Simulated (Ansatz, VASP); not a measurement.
# Cross-check of Cd2Sn between VASP and Ansatz, part 2 of 2

Wanted: the spread between two codes on one cell, functional and k mesh. The cell is generated by rule, not measured, and may not be a known phase. Of the first pair: The cell is taken from a series of runs on this material, whose earlier steps may have relaxed, scaled, displaced or heated it; both programs get it as it stands.

VASP 6.6.1 and Ansatz 0.2.0.

So far: Starting point; VASP: relaxation of cell and atoms, PBEsol, pair 1.

**3. Ansatz: relaxation of cell and atoms, PBEsol, pair 1**

Level of this step: Ansatz beside VASP: Kohn-Sham DFT, plane waves, PBEsol (Ansatz).

Ansatz runs on its default PAW (the set named soft_2) files.

The same cell, functional, mesh and smearing now go to Ansatz, which takes its cutoff from its data sets.

File input.yaml:

```yaml
crystal:
  lattice:
    - [6.213158322, 0.0, 0.0]
    - [0.0, 6.213158322, 0.0]
    - [0.0, 0.0, 6.213158322]
  atoms:
    - { symbol: Sn, position: [0.0, 0.0, 0.0] }
    - { symbol: Sn, position: [0.5, 0.5, 0.5] }
    - { symbol: Cd, position: [0.25, 0.25, 0.25] }
    - { symbol: Cd, position: [0.75, 0.75, 0.25] }
    - { symbol: Cd, position: [0.75, 0.25, 0.75] }
    - { symbol: Cd, position: [0.25, 0.75, 0.75] }
kpoints:
  mp_grid: { grid: [4, 4, 4] }
hamiltonian:
  xc: pbesol
scf:
  occupations: { method: gaussian, width: 0.02 }
output:
  forces: true
  stress: true
  eigenvalues: true
relax:
  adjacent_minimum: "off"
  f_tol: 0.005
  max_steps: 80
  cell: { stress_tol: 0.05 }
```

Command:

```console
ansatz run input.yaml --threads 8 --pin off --max-ram 14336MiB --backend cpu --events-out ev --progress --plain --runs-dir out
```

Numbers of over 12 decimals in the logs are rounded to 6 here.

The program printed:

```text
Engine: ansatz 0.2.0, x86_64-unknown-linux-gnu
Pseudopotentials: kind: paw
Pseudopotential: Sn, paw, valence charge 14, recommended cutoff 420 eV (normal), Sn.paw.azcp
Pseudopotential: Cd, paw, valence charge 20, recommended cutoff 420 eV (normal), Cd.paw.azcp
Functional definition: PBEsol
  exchange = pbesol_x
  correlation = pbesol_c
Crystal: 6 atoms, lattice volume = 239.849 Å³
Basis set: ecut = 420 eV, 4697 PW (Γ), exchange–correlation on 90×90×90 points (8 copies of the dense FFT grid, shifted against one another)
Bands: 65, of which v1, the nominal top of the filled ones, is band 54 counted from 1 (53 counted from 0)
Symmetry: 48 space group operations
Space group: Pn-3m (ITA 224), of the structure as read, at distance tolerance 6.2e-5 Å
k-points: 10 of 64
Non-local potential: Sn, projectors of the file, l = 0: 2, l = 1: 2, l = 2: 2, l = 3: 2
Non-local potential: Cd, projectors of the file, l = 0: 3, l = 1: 2, l = 2: 2, l = 3: 1
PAW form: soft (Blöchl's): semilocal exchange-correlation on the pseudo side does not see the compensation charge
PAW frozen core: Sn, regenerated for the run's functional, and the local potential with it (the file was generated under x = pbe(κ = 0.804, μ = 0.219515), c = pbe(β = 0.066725))
PAW frozen core: Cd, regenerated for the run's functional, and the local potential with it (the file was generated under x = pbe(κ = 0.804, μ = 0.219515), c = pbe(β = 0.066725))
PAW one-centre angular grid: Sn, 590 points (default); XC on 64 Gauss nodes
PAW one-centre angular grid: Cd, 590 points (default); XC on 64 Gauss nodes
Initial density: superposition of atomic densities (neutral atoms: chi_scale 0, normalization atom), corrected by the library's trained network
Initial wavefunctions: pseudopotential atomic-orbital guess
Functional: x = pbesol(κ = 0.804, μ = 0.123457), c = pbesol(β = 0.046)
SCF iter   1: F=—  HF=-44633.500517 eV  |F-HF|=—  |Δ(HF+E_count)|=         —  Δρ=3.90e-3  dr2=7.33e-2  ethr=1.77e-3  ⟨swp⟩=7.3  Hψ=2689  notcnv=0  defer=1
preconditioner: auto → Resta (q_TF=auto, 2.389 Å⁻¹)  ε∞=3.2  [insulator: Δε(μ)=0.862 eV  Ē_g=13.974 eV  σ=0.020 eV  W_gap=1.00  n_scr=56 (ndim 8)  ℏωp=20.9 eV  f_vac=0.263  D(μ)=0.00/eV (n_scr^D=0)  ε∞_Penn≈3.2]
SCF iter   2: F=—  HF=-44633.483265 eV  |F-HF|=—  |Δ(HF+E_count)|=   1.73e-2  Δρ=1.40e-3  dr2=8.85e-3  ethr=6.78e-5  ⟨swp⟩=3.0  Hψ=1115  notcnv=0  defer=53
SCF iter   3: F=—  HF=-44633.481721 eV  |F-HF|=—  |Δ(HF+E_count)|=   1.54e-3  Δρ=4.04e-4  dr2=9.69e-4  ethr=8.20e-6  ⟨swp⟩=2.0  Hψ=788  notcnv=0  defer=53
SCF iter   4: F=—  HF=-44633.482009 eV  |F-HF|=—  |Δ(HF+E_count)|=   2.87e-4  Δρ=1.59e-4  dr2=1.12e-4  ethr=8.97e-7  ⟨swp⟩=2.0  Hψ=882  notcnv=0  defer=53
SCF iter   5: F=—  HF=-44633.482144 eV  |F-HF|=—  |Δ(HF+E_count)|=   1.36e-4  Δρ=3.09e-5  dr2=2.12e-6  ethr=1.04e-7  ⟨swp⟩=2.0  Hψ=877  notcnv=0  defer=53
SCF iter   6: F=—  HF=-44633.482031 eV  |F-HF|=—  |Δ(HF+E_count)|=   1.14e-4  Δρ=4.95e-6  dr2=8.91e-8  ethr=9.26e-11  ⟨swp⟩=10.2  Hψ=3287  notcnv=0
SCF iter   7: F=-44633.482031 eV  HF=-44633.482031 eV  |F-HF|=3.97e-9  |Δ(HF+E_count)|=   1.43e-7  Δρ=1.99e-6  dr2=1.16e-8  ethr=8.25e-11  ⟨swp⟩=3.1  Hψ=2003  notcnv=0
SCF 1 converged in 7 iterations: F = -44633.482031 eV  dr2 = 1.16e-8
  greatest PAW one-centre occupation: 1.000 electrons in one spin orbital (limit 2), on the Cd atom at site 4 (counted from 0), in its partial waves of l = 0
relax step   1: F+E_penalty+E_count = -44633.48203080 eV  Δ(F+E_penalty+E_count) = +0.000e0 eV  max|allowed force component| = 2.313e-18 eV/Å  Δτ_max = 0.0000 Å  P = -0.002 GPa  Ω = 239.849 Å³  (7 SCF iters, dr2 threshold 1.00e-7 eV, accepted)
Initial density: handed on by an earlier stage of this run
Initial wavefunctions: pseudopotential atomic-orbital guess (no wavefunctions were taken with the density)
iter 1 solved again at ethr=1.61e-7 eV; its pass at ethr=3.10e-3 eV (dr2=1.74e-4 eV) is discarded
SCF iter   1: F=—  HF=-44633.482110 eV  |F-HF|=—  |Δ(HF+E_count)|=         —  Δρ=2.17e-6  dr2=1.21e-8  ethr=1.61e-7  ⟨swp⟩=4.0  Hψ=4317  notcnv=0
eigensolver tolerance schedule: the retry pair's looser diagonalisation over-reported the residual by 14397.67 of it (diagonalisation noise at 3.00 of the residual, at the tolerance the schedule requests for it); recorded, not acted on — ethr = c·dr2/N_el stays at c = 1.0e-1
preconditioner: auto → Resta (q_TF=auto, 2.389 Å⁻¹)  ε∞=3.2  [insulator: Δε(μ)=0.806 eV  Ē_g=13.994 eV  σ=0.020 eV  W_gap=1.00  n_scr=56 (ndim 8)  ℏωp=20.9 eV  f_vac=0.260  D(μ)=0.00/eV (n_scr^D=0)  ε∞_Penn≈3.2]
SCF iter   2: F=—  HF=-44633.482031 eV  |F-HF|=—  |Δ(HF+E_count)|=   7.93e-5  Δρ=9.97e-7  dr2=4.00e-9  ethr=1.12e-11  ⟨swp⟩=3.5  Hψ=1581  notcnv=0
SCF iter   3: F=—  HF=-44633.482031 eV  |F-HF|=—  |Δ(HF+E_count)|=   4.33e-9  Δρ=5.27e-7  dr2=1.12e-9  ethr=3.70e-12  ⟨swp⟩=2.0  Hψ=728  notcnv=0
SCF iter   4: F=-44633.482031 eV  HF=-44633.482031 eV  |F-HF|=2.18e-11  |Δ(HF+E_count)|=   1.98e-9  Δρ=1.24e-7  dr2=5.01e-11  ethr=1.00e-12  ⟨swp⟩=4.5  Hψ=2436  notcnv=0
SCF 2 converged in 4 iterations: F = -44633.482031 eV  dr2 = 5.01e-11
  greatest PAW one-centre occupation: 1.000 electrons in one spin orbital (limit 2), on the Cd atom at site 5 (counted from 0), in its partial waves of l = 0
relax step   2: F+E_penalty+E_count = -44633.48203080 eV  Δ(F+E_penalty+E_count) = -5.464e-9 eV  max|allowed force component| = 2.313e-18 eV/Å  Δτ_max = 0.0000 Å  P = -0.002 GPa  Ω = 239.849 Å³  stress off target by 2.48e-3 GPa  SCF on the basis re-selected at this cell (its energy is not comparable with the rows above)  (4 SCF iters)
basis re-selected at this cell: Δ(F+E_penalty+E_count) = -5.464e-9 eV, ΔP = -0.000 GPa vs the last step (what re-selecting the basis moved, of the pressure what is left beyond the Pulay correction that the steps carried, after the strain that the cell walked since its last selection, with what the two solves' SCF thresholds leave and, on support functions, any second-order correction that the steps lacked; it is no m [...]
SCF converged after 4 iterations
Free energy (F): -44633.482031 eV
Harris-Foulkes:  -44633.482031 eV  (|F-HF|=2.18e-11)
Internal energy: -44633.482031 eV  (E = F + TS)
E sigma→0 (E₀):  -44633.482031 eV
Fermi energy:    5.760543 eV
--- Per-component energies (eV) ---
  E_band       = -2532.288056
  E_kinetic    = 2394.807940
  E_local      = -19482.925030  (includes V_loc(G=0)·N_el)
  E_nonlocal   = 80.035829
  E_hartree    = 9209.280406
  E_xc         = -1455.841707
  E_vxc        = -1072.231998  (∫ρ·V_xc dr)
  E_paw        = -24186.135083  (= ΣΔE_a)
  E_vpaw       = -2870.535442  (= ΣTr[D̂ρ^β])
  E_aug_tail   = 0.000049  (compensation charges beyond the density's cutoff)
  E_ewald      = -11194.641953
  E_core_change = 1.937518  (= ΣΔE_core)
  E_smearing   = -0.000000  (= −TS)
  E_closure    = -0.000000  (closes the sum)
  Σ components = -44633.482031   (vs F -44633.482031, Δ=0.00e0)
--- Forces (eV/Å), atoms counted from 1 ---
  atom   1  Sn     0.00000000     0.00000000     0.00000000
  atom   2  Sn    -0.00000000     0.00000000     0.00000000
  atom   3  Cd    -0.00000000     0.00000000    -0.00000000
  atom   4  Cd    -0.00000000     0.00000000    -0.00000000
  atom   5  Cd    -0.00000000     0.00000000    -0.00000000
  atom   6  Cd    -0.00000000     0.00000000     0.00000000
  max |Σ_I F_I| component: 1.61e-27 eV/Å
--- Stress (GPa, compression-positive) ---
       -0.002478      -0.000000       0.000000
       -0.000000      -0.002478       0.000000
        0.000000       0.000000      -0.002478
  P = ⅓ Tr σ = -0.0025 GPa (-0.025 kbar)
--- Band table (eV; the first three rows and the last of 10) ---
  k-point 0: bands = [... 50 lower, 2.9501, 5.2549, 5.2549, 5.2549, 6.1635, 6.1635, 6.1714, 9.3696, ... 7 higher]
  k-point 1: bands = [... 50 lower, 3.0050, 4.1124, 5.1806, 5.1806, 6.4343, 7.0006, 7.5103, 8.4147, ... 7 higher]
  k-point 2: bands = [... 50 lower, 3.1007, 3.1007, 5.0857, 5.0857, 7.2193, 7.2193, 8.6926, 8.6926, ... 7 higher]
  k-point 9: bands = [... 50 lower, 2.4329, 4.0163, 4.0163, 4.0163, 8.4059, 8.4059, 8.4059, 8.5120, ... 7 higher]
--- Relaxed structure (1 steps of the walk, 1 accepted, 1 SCFs on fresh bases) ---
  F+E_penalty+E_count = -44633.48203080 eV   max|allowed force component| = 2.313e-18 eV/Å   (the final SCF, on the basis selected at the relaxed cell)
  cell:  # Å, volume = 239.8486 Å³
    - [6.213158322, 0.0, 0.0]
    - [0.0, 6.213158322, 0.0]
    - [0.0, 0.0, 6.213158322]
  atoms:
    - { symbol: Sn, position: [0.0, 0.0, 0.0] }
    - { symbol: Sn, position: [0.5, 0.5, 0.5] }
    - { symbol: Cd, position: [0.25, 0.25, 0.25] }
    - { symbol: Cd, position: [0.750000, 0.750000, 0.25] }
    - { symbol: Cd, position: [0.750000, 0.25, 0.750000] }
    - { symbol: Cd, position: [0.25, 0.750000, 0.750000] }
```

The column dr2 measures how far the density is from self-consistency, as an energy; F and HF (Harris–Foulkes) agree once it is small.

**4. Differences**

Known differences besides the potentials themselves: the data sets hold 108 valence electrons in Ansatz (on its default PAW (the set named soft_2) files) and 76 in VASP; the cutoff is 420 eV in Ansatz and 500 eV in VASP; Ansatz makes its cores anew for this functional, VASP keeps those of its PBE data sets; Ansatz adds a Pulay correction to the stress that steers its cell, VASP none. Total energies have different zeros and are not compared.

Compared:

| quantity | Ansatz | VASP | difference |
| --- | --- | --- | --- |
| volume (Å³) | 239.85 | 240.63 | -0.32 % |
| edge a after relaxation, in the typed setting (Å) | 6.213 | 6.220 | -0.11 % |

**5. VASP: relaxation of cell and atoms, PBEsol, pair 2**

The relaxed volume is the usual yardstick between codes: in a stiff, nearly cubic crystal its relative difference is about their pressure difference at one cell divided by the bulk modulus. Its start cell is another than that of the pair before, and may be another structure of the material.

File INCAR:

```
SYSTEM = Cd2Sn
PREC = Accurate
ENCUT = 500
EDIFF = 1E-07
NELM = 120
ISMEAR = 0
SIGMA = 0.02
LREAL = .FALSE.
ALGO = Normal
GGA = PS
NBANDS = 47
LORBIT = 11
LWAVE = .FALSE.
LCHARG = .FALSE.
ISIF = 3
IBRION = 2
NSW = 80
EDIFFG = -0.005
LASPH = .TRUE.
GGA_COMPAT = .FALSE.
NELMIN = 4
EFERMI = MIDGAP
KPAR = 2
```

File POSCAR:

```
Cd2Sn
1.0
    6.2187660077      0.0000000000      0.0000000000
    0.0000000000      6.2187660077      0.0000000000
    0.0000000000      0.0000000000      6.2187660077
Sn Cd
2 4
Direct
    0.0000000000      0.0000000000      0.0000000000
    0.5000000000      0.5000000000      0.5000000000
    0.2500000000      0.2500000000      0.2500000000
    0.7500000000      0.7500000000      0.2500000000
    0.7500000000      0.2500000000      0.7500000000
    0.2500000000      0.7500000000      0.7500000000
```

File KPOINTS:

```
Automatic mesh
0
Gamma
6 6 6
0 0 0
```

PAW data sets: Sn_d and Cd (PBE family, release 64).

Command:

```console
mpirun -np 2 vasp_std
```

The program printed:

```text
[banner, memory and clock lines left out]
running    2 mpi-ranks, on    1 nodes
[...]
[... a notice as in an earlier step ...]

 LDA part: xc-table for (Slater+PW92), standard interpolation
 POSCAR, INCAR and KPOINTS ok, starting setup
[...]
entering main loop
       N       E                     dE             d eps       ncg     rms          rms(c)
DAV:   1     0.713599599953E+03    0.71360E+03   -0.35504E+04  2072   0.172E+03
DAV:   2     0.637449484248E+02   -0.64985E+03   -0.63210E+03  1901   0.532E+02
DAV:   3    -0.914867285700E+01   -0.72894E+02   -0.71857E+02  2112   0.158E+02
DAV:   4    -0.121064342145E+02   -0.29578E+01   -0.29551E+01  2090   0.327E+01
[...]
DAV:  13    -0.110105125716E+02    0.24108E-05   -0.13220E-05  2254   0.259E-02    0.192E-03
DAV:  14    -0.110105126509E+02   -0.79301E-07   -0.24276E-06  2033   0.764E-03    0.199E-03
DAV:  15    -0.110105126633E+02   -0.12378E-07   -0.21681E-07  1540   0.355E-03
   1 F= -.11010513E+02 E0= -.11010513E+02  d E =-.110105E+02
[...]
N       E                     dE             d eps       ncg     rms          rms(c)
DAV:   1    -0.110114599118E+02   -0.94726E-03   -0.19980E-02  2207   0.123E+00    0.208E-01
DAV:   2    -0.110106476479E+02    0.81226E-03   -0.23025E-03  2176   0.413E-01    0.652E-02
DAV:   3    -0.110105582862E+02    0.89362E-04   -0.20042E-04  2244   0.109E-01    0.479E-02
DAV:   4    -0.110105334720E+02    0.24814E-04   -0.30712E-05  2312   0.381E-02    0.490E-03
DAV:   5    -0.110105327944E+02    0.67754E-06   -0.26933E-06  2070   0.113E-02    0.245E-03
DAV:   6    -0.110105322395E+02    0.55494E-06   -0.34462E-07  1683   0.420E-03    0.170E-03
DAV:   7    -0.110105322059E+02    0.33548E-07   -0.13844E-07  1031   0.215E-03
   2 F= -.11010532E+02 E0= -.11010532E+02  d E =-.195427E-04
 trial-energy change:   -0.000020  1 .order   -0.000020   -0.000040    0.000001
 step:   0.9784(harm=  0.9784)  dis= 0.00000  next Energy=   -11.010532 (dE=-0.198E-04)
 reached required accuracy - stopping structural energy minimisation
```

Parts of OUTCAR (step 5):

```text
  Total       -0.0009040     -0.0009040     -0.0009040      0.0000000      0.0000000      0.0000000
  in kB       -0.0060165     -0.0060165     -0.0060165      0.0000000      0.0000000      0.0000000
  external PRESSURE =      -0.0060165 kB  Pullay stress =       0.0000000 kB

 POSITION                                       TOTAL-FORCE (eV/Angst)
 -----------------------------------------------------------------------------------
     -0.00000      6.22081      0.00000         0.000000      0.000000     -0.000000
      3.11041      3.11041      3.11041         0.000000      0.000000     -0.000000
      1.55520      1.55520      1.55520         0.000000     -0.000000     -0.000000
      4.66561      4.66561      1.55520         0.000000      0.000000     -0.000000
      4.66561      1.55520      4.66561         0.000000     -0.000000      0.000000
      1.55520      4.66561      4.66561        -0.000000     -0.000000      0.000000
 -----------------------------------------------------------------------------------
    total drift:                               -0.000000     -0.000000      0.000000

  FREE ENERGIE OF THE ION-ELECTRON SYSTEM (eV)
  ---------------------------------------------------
  free  energy   TOTEN  =       -11.0105322059 eV

  energy  without entropy=      -11.0105322059  energy(sigma->0) =      -11.01053221

[... 1 part as in an earlier step ...]

[... 3 further parts left out ...]
[key lines of the parts left out:]
E-fermi :   0.8907
```

**6. Ansatz: relaxation of cell and atoms, PBEsol, pair 2**

Its own start cell and the same functional, mesh and smearing now go to Ansatz, which takes its cutoff from its data sets.

The two relaxations start from unlike cells of this crystal (the structure described is Ansatz's start), so only their ends are compared.

Changes to input.yaml since step 3:

```diff
@@ -2,5 +2,5 @@
   lattice:
-    - [6.213158322, 0.0, 0.0]
-    - [0.0, 6.213158322, 0.0]
-    - [0.0, 0.0, 6.213158322]
+    - [6.40166, 0.0, 0.0]
+    - [0.0, 6.40166, 0.0]
+    - [0.0, 0.0, 6.40166]
   atoms:
@@ -13,3 +13,3 @@
 kpoints:
-  mp_grid: { grid: [4, 4, 4] }
+  mp_grid: { grid: [6, 6, 6] }
 hamiltonian:
```

Command:

```console
ansatz run input.yaml --threads 8 --pin off --max-ram 14336MiB --backend cpu --events-out ev --progress --plain --runs-dir out
```

The program printed:

```text
[...]
Crystal: 6 atoms, lattice volume = 262.348 Å³
Basis set: ecut = 420 eV, 5137 PW (Γ), exchange–correlation on 90×90×90 points (8 copies of the dense FFT grid, shifted against one another)
Bands: 65, of which v1, the nominal top of the filled ones, is band 54 counted from 1 (53 counted from 0)
Symmetry: 48 space group operations
[...]
k-points: 20 of 216
[...]
cell:  # Å, volume = 239.8486 Å³
    - [6.213158, 0, 0]
    - [0, 6.213158, 0.0]
    - [0, 0.0, 6.213158]
  atoms:
    - { symbol: Sn, position: [0, 0, 0] }
    - { symbol: Sn, position: [0.500000, 0.500000, 0.500000] }
    - { symbol: Cd, position: [0.250000, 0.250000, 0.250000] }
    - { symbol: Cd, position: [0.75, 0.75, 0.250000] }
    - { symbol: Cd, position: [0.75, 0.250000, 0.75] }
    - { symbol: Cd, position: [0.250000, 0.75, 0.75] }
[key lines of the parts left out:]
SCF converged after 6 iterations
Free energy (F): -44633.490321 eV
Fermi energy:    5.759196 eV
P = ⅓ Tr σ = 0.0025 GPa (0.025 kbar)
```

**7. Differences**

What differs besides the data sets and the points named for the pairs above, as far as they apply: the data sets hold 108 valence electrons in Ansatz (on its default PAW (the set named soft_2) files) and 76 in VASP. Total energies have different zeros and are not compared.

The two programs side by side:

| quantity | Ansatz | VASP | difference |
| --- | --- | --- | --- |
| volume (Å³) | 239.85 | 240.74 | -0.37 % |
| edge a after relaxation, in the typed setting (Å) | 6.213 | 6.221 | -0.12 % |

**8. Results**

```json
{"difference in volume (relaxation of cell and atoms, PBEsol, pair 1)": "-0.32 %", "difference in volume (relaxation of cell and atoms, PBEsol, pair 2)": "-0.37 %"}
```

In words: The difference in volume is -0.37 % (relaxation of cell and atoms, PBEsol, pair 2), within the 1.2 % picked in this series as the mark of a large difference, as far as the stopping tolerances let one tell. The data sets hold unlike numbers of valence electrons (108 in Ansatz and 76 in VASP), so part of the differences comes from the potentials. Such differences can come from data sets, numerical settings and the points named under the comparisons, not from the functional's error against experiment.

[Lines on the potential files, build, host, timing and source positions are cut from VASP's logs without a mark.]

[Logs are printed without paths, hosts, clocks, repeated set-up lines and the standing remarks that a program may print on its own settings, such as how far it seeks lower states.]

[Hosts, paths, dates, database ids (printed as entryN), source tags and the programs' standing remarks are cut or masked in the printed files.]
